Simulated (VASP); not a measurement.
Data:

```xyz
1
Lattice="0.0000 2.0400 2.0400 2.0400 0.0000 2.0400 2.0400 2.0400 0.0000" Properties=species:S:1:pos:R:3 pbc="T T T"
Au     0.0000     0.0000     0.0000
```

These are vdW-DF-cx, VASP's PBE PAW potentials (set 64) (plane waves; VASP 6.6.1) values and carry that method's errors. Numerical set-up: 520 eV cut-off, 14×14×14 Γ-centred mesh, first-order Methfessel-Paxton smearing of 0.10 eV, potentials Au.

Problem. The ions, cell shape and volume are relaxed. Predict the relaxed structure.

Solution. 
```xyz
1
Lattice="0.0000 2.0468 2.0468 2.0468 0.0000 2.0468 2.0468 2.0468 0.0000" Properties=species:S:1:pos:R:3 pbc="T T T"
Au     0.0000     0.0000     0.0000
```
Space group Fm-3m (225), at a tolerance of 0.03 Å.

Problem. How do energy and volume change from the first to the last step?

Solution. The energy (σ→0) changes by -0.9 meV/atom and the volume by +1.0 %, in 3 ionic steps.

| step | E(σ→0) (eV) | max force (eV/Å) | pressure (GPa) | volume (Å³) |
|---|---|---|---|---|
| 1 | -0.9033 | 0.000 | 1.78 | 16.98 |
| 2 | -0.9016 | 0.000 | -2.86 | 17.45 |
| 3 | -0.9043 | 0.000 | 0.00 | 17.15 |

The compound is Au in the fcc structure. This run relaxes it. Symmetry was kept, so distortions that lower it aren't found.
